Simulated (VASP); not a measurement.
Consider the following.

```
Nb3Si
1.0
    4.02152     0.00000     0.00000
    0.00000     4.02152     0.00000
    0.00000     0.00000     4.02152
Nb Si
3 1
Direct
  0.00000   0.50000   0.50000
  0.50000   0.00000   0.50000
  0.50000   0.50000   0.00000
  0.00000   0.00000   0.00000
```

Level of theory: PBEsol GGA, VASP's PBE PAW potentials (set 64) (plane waves; VASP 6.6.1). Run with 400 eV cut-off, Gaussian smearing of 0.050 eV, potentials Nb_sv Si.

Task: What does the run give for the band gap (along the path) with the smallest direct gap where there is one?

Result: 
| Quantity | Value |
|---|---|
| band gap (along the path) | none (metal, semimetal or under 0.01 eV) |

The absolute energy has meaning only against runs of the same code, potentials and settings.

The structure comes from a computed database's Nb3Si entry (Pm-3m); how it stands against other phases isn't given here. It was relaxed first. The electron count is odd and the run is not spin-polarised, which forces a metal.
